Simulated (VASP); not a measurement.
Calculation: RPBE GGA, VASP's PBE PAW potentials (set 64) (plane waves; VASP 6.6.1).

VASP input:

File POSCAR:
```
GaN
1.0
  0.0000000000   2.2914068057   2.2914068057
  2.2914068057   0.0000000000   2.2914068057
  2.2914068057   2.2914068057   0.0000000000
Ga N
1 1
direct
  0.0000000000   0.0000000000   0.0000000000
  0.2500000000   0.2500000000   0.2500000000
```

**KPOINTS**
```
Automatic mesh
0
Gamma
9 9 9
0 0 0
```

### INCAR
```
ALGO=Normal
EDIFF=1E-6
EDIFFG=-0.01
ENCUT=520
GGA=RP
IBRION=2
ISIF=3
ISMEAR=0
LASPH=.TRUE.
LCHARG=.FALSE.
LMAXMIX=4
LREAL=.FALSE.
LWAVE=.FALSE.
NELM=100
NSW=60
PREC=Accurate
SIGMA=0.05
SYSTEM=GaN
```

POTCAR, in this order: Ga_d N (PBE.64 set). Program: vasp_std.

Output of the run:

File OUTCAR:
```
 ion  position               nearest neighbor table
   1  0.000  0.000  0.000-   2 1.98   2 1.98   2 1.98   2 1.98
   2  0.250  0.250  0.250-   1 1.98   1 1.98   1 1.98   1 1.98
  LATTYP: Found a face centered cubic cell.
 ALAT       =     4.5828136114
 Subroutine PRICEL returns:
 Original cell was already a primitive cell.
 Subroutine GETGRP returns: Found 24 space group operations
The static configuration has the point symmetry T_d .
The dynamic configuration has the point symmetry T_d .
 Subroutine INISYM returns: Found 24 space group operations
 Subroutine IBZKPT returns following result:
 Found     35 irreducible k-points:

 Following reciprocal coordinates:
            Coordinates               Weight
  0.000000  0.000000  0.000000      1.000000
  0.111111  0.000000  0.000000      8.000000
  0.222222  0.000000  0.000000      8.000000
  0.333333  0.000000  0.000000      8.000000
  0.444444  0.000000  0.000000      8.000000
  0.111111  0.111111  0.000000      6.000000
  0.222222  0.111111  0.000000     24.000000
  0.333333  0.111111  0.000000     24.000000
  0.444444  0.111111  0.000000     24.000000
...
```

### OSZICAR
```
       N       E                     dE             d eps       ncg     rms          rms(c)
DAV:   1     0.878342802836E+02    0.87834E+02   -0.94986E+03   966   0.242E+03
DAV:   2    -0.594543810562E+01   -0.93780E+02   -0.88742E+02  1056   0.352E+02
DAV:   3    -0.130974493863E+02   -0.71520E+01   -0.71100E+01   990   0.883E+01
DAV:   4    -0.132283972225E+02   -0.13095E+00   -0.13075E+00  1096   0.126E+01
DAV:   5    -0.132304503119E+02   -0.20531E-02   -0.20531E-02   985   0.144E+00    0.756E+00
DAV:   6    -0.113217453842E+02    0.19087E+01   -0.59068E+00  1390   0.461E+01    0.272E+00
DAV:   7    -0.113371958276E+02   -0.15450E-01   -0.33449E-01   915   0.806E+00    0.179E+00
DAV:   8    -0.113408470718E+02   -0.36512E-02   -0.73240E-02  1036   0.437E+00    0.836E-01
DAV:   9    -0.113353247210E+02    0.55224E-02   -0.21115E-02  1356   0.361E+00    0.217E-01
DAV:  10    -0.113359795712E+02   -0.65485E-03   -0.21966E-03   972   0.747E-01    0.113E-01
DAV:  11    -0.113358704876E+02    0.10908E-03   -0.41301E-04  1282   0.391E-01    0.101E-02
DAV:  12    -0.113358860347E+02   -0.15547E-04   -0.55723E-05   995   0.907E-02    0.113E-02
DAV:  13    -0.113358855591E+02    0.47558E-06   -0.31123E-06  1054   0.169E-02
   1 F= -.11335886E+02 E0= -.11335886E+02  d E =-.113359E+02
```

**OUTCAR**
```
------------------------ aborting loop because EDIFF is reached ----------------------------------------
  FORCE on cell =-STRESS in cart. coord.  units (eV):
  Direction    XX          YY          ZZ          XY          YZ          ZX
  --------------------------------------------------------------------------------------
  Total        0.0060044      0.0060044      0.0060044      0.0000000      0.0000000     -0.0000000
  in kB        0.3998033      0.3998033      0.3998033      0.0000000      0.0000000     -0.0000000
  external PRESSURE =       0.3998033 kB  Pullay stress =       0.0000000 kB
  volume of cell :       24.06
      direct lattice vectors                 reciprocal lattice vectors
     0.000000000  2.291406806  2.291406806    -0.218206561  0.218206561  0.218206561
     2.291406806  0.000000000  2.291406806     0.218206561 -0.218206561  0.218206561
     2.291406806  2.291406806  0.000000000     0.218206561  0.218206561 -0.218206561
  FREE ENERGIE OF THE ION-ELECTRON SYSTEM (eV)
  ---------------------------------------------------
  free  energy   TOTEN  =       -11.3358855591 eV

  energy  without entropy=      -11.3358855591  energy(sigma->0) =      -11.33588556

 reached required accuracy - stopping structural energy minimisation
```
(Selected blocks of OUTCAR.)

The compound is GaN in the zinc blende structure, a metastable form; wurtzite is the usual one. It was relaxed first. The start is the result of an earlier pass.
